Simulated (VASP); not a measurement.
Output of a VASP run:

### OSZICAR
```
       N       E                     dE             d eps       ncg     rms          rms(c)
DAV:   1     0.254207558801E+03    0.25421E+03   -0.17605E+04   924   0.148E+03
DAV:   2     0.105235053368E+02   -0.24368E+03   -0.23797E+03  1044   0.353E+02
DAV:   3    -0.361531622322E+01   -0.14139E+02   -0.14083E+02  1104   0.842E+01
DAV:   4    -0.378164381994E+01   -0.16633E+00   -0.16626E+00  1062   0.909E+00
DAV:   5    -0.378470395727E+01   -0.30601E-02   -0.30599E-02  1146   0.119E+00    0.922E+00
DAV:   6    -0.261426914054E+01    0.11704E+01   -0.29978E+00  1170   0.158E+01    0.752E+00
DAV:   7    -0.260597613716E+01    0.82930E-02   -0.65594E-01  1062   0.476E+00    0.403E+00
DAV:   8    -0.260525967819E+01    0.71646E-03   -0.76371E-02  1016   0.282E+00    0.362E-01
DAV:   9    -0.260256923092E+01    0.26904E-02   -0.16686E-02  1144   0.144E+00    0.107E-01
DAV:  10    -0.260286718595E+01   -0.29796E-03   -0.11786E-03  1050   0.267E-01    0.876E-02
DAV:  11    -0.260294900607E+01   -0.81820E-04   -0.16297E-04  1078   0.934E-02    0.551E-02
DAV:  12    -0.260294468641E+01    0.43197E-05   -0.88783E-05  1104   0.653E-02    0.680E-03
DAV:  13    -0.260294452113E+01    0.16528E-06   -0.65368E-06  1044   0.233E-02    0.308E-03
DAV:  14    -0.260294454061E+01   -0.19486E-07   -0.10992E-06  1130   0.106E-02    0.172E-03
DAV:  15    -0.260294443010E+01    0.11051E-06   -0.20211E-07   804   0.488E-03    0.126E-03
DAV:  16    -0.260294440383E+01    0.26268E-07   -0.65093E-08   564   0.144E-03
   1 F= -.26029444E+01 E0= -.26029444E+01  d E =-.260294E+01
       N       E                     dE             d eps       ncg     rms          rms(c)
DAV:   1    -0.260310693824E+01   -0.16251E-03   -0.84301E-03   930   0.658E-01    0.590E-02
DAV:   2    -0.260302458870E+01    0.82350E-04   -0.14506E-04  1074   0.118E-01    0.310E-02
DAV:   3    -0.260298907092E+01    0.35518E-04   -0.57387E-05  1100   0.601E-02    0.112E-02
DAV:   4    -0.260298711656E+01    0.19544E-05   -0.96924E-06  1086   0.259E-02    0.628E-03
DAV:   5    -0.260298697648E+01    0.14007E-06   -0.48144E-07  1070   0.515E-03    0.234E-03
DAV:   6    -0.260298698645E+01   -0.99649E-08   -0.61063E-08   516   0.201E-03
   2 F= -.26029870E+01 E0= -.26029870E+01  d E =-.425826E-04
```

**OUTCAR**
```
------------------------ aborting loop because EDIFF is reached ----------------------------------------
  FORCE on cell =-STRESS in cart. coord.  units (eV):
  Direction    XX          YY          ZZ          XY          YZ          ZX
  --------------------------------------------------------------------------------------
  Total       -1.9685313     -1.9685311     -1.9314113      0.0000000      0.0000000     -0.0000000
  in kB      -28.7098486    -28.7098459    -28.1684764      0.0000000      0.0000000     -0.0000000
  external PRESSURE =     -28.5293903 kB  Pullay stress =       0.0000000 kB
  volume of cell :      109.86
      direct lattice vectors                 reciprocal lattice vectors
     2.136192903 -3.699994469  0.000000000     0.234061259 -0.135135337  0.000000000
     2.136192903  3.699994469  0.000000000     0.234061259  0.135135337  0.000000000
    -0.000000000  0.000000000  6.949450426     0.000000000  0.000000000  0.143896271
  FREE ENERGIE OF THE ION-ELECTRON SYSTEM (eV)
  ---------------------------------------------------
  free  energy   TOTEN  =        -2.6029869864 eV

  energy  without entropy=       -2.6029869864  energy(sigma->0) =       -2.60298699

 reached required accuracy - stopping structural energy minimisation
```
(Selected blocks of OUTCAR.)

### POSCAR
```
CdS
1
    2.1367994104    -3.7010449627     0.0000000000
    2.1367994104     3.7010449627     0.0000000000
    0.0000000000     0.0000000000     6.9455059473
Cd S
2 2
Direct
  0.6666670000   0.3333330000   0.5000223415
  0.3333330000   0.6666670000   0.0000223415
  0.6666670000   0.3333330000   0.8769776585
  0.3333330000   0.6666670000   0.3769776585
```

Q: Reconstruct the remaining input files.

A: Several could match; the one computed here: the input of the run itself, optB88-vdW, plane waves, VASP's PBE PAW potentials (set 64).

### INCAR
```
SYSTEM = CdS
PREC = Accurate
ENCUT = 520
EDIFF = 1E-7
NELM = 100
ALGO = Normal
LREAL = .FALSE.
LASPH = .TRUE.
ISMEAR = 0
SIGMA = 0.05
GGA = BO
PARAM1 = 0.1833333333
PARAM2 = 0.22
LUSE_VDW = .TRUE.
AGGAC = 0.0
LMAXMIX = 4
LWAVE = .FALSE.
LCHARG = .FALSE.
ISIF = 4
IBRION = 2
NSW = 30
EDIFFG = -0.01
```

**KPOINTS**
```
Automatic mesh
0
Gamma
6 6 4
0 0 0
```

POTCAR, in this order: Cd S (PBE.64 set). Program: vasp_std.

The compound is CdS in the wurtzite structure. This cell is one point of a volume scan, at 1.06 of the reference volume. Symmetry was kept, so distortions that lower it aren't found.
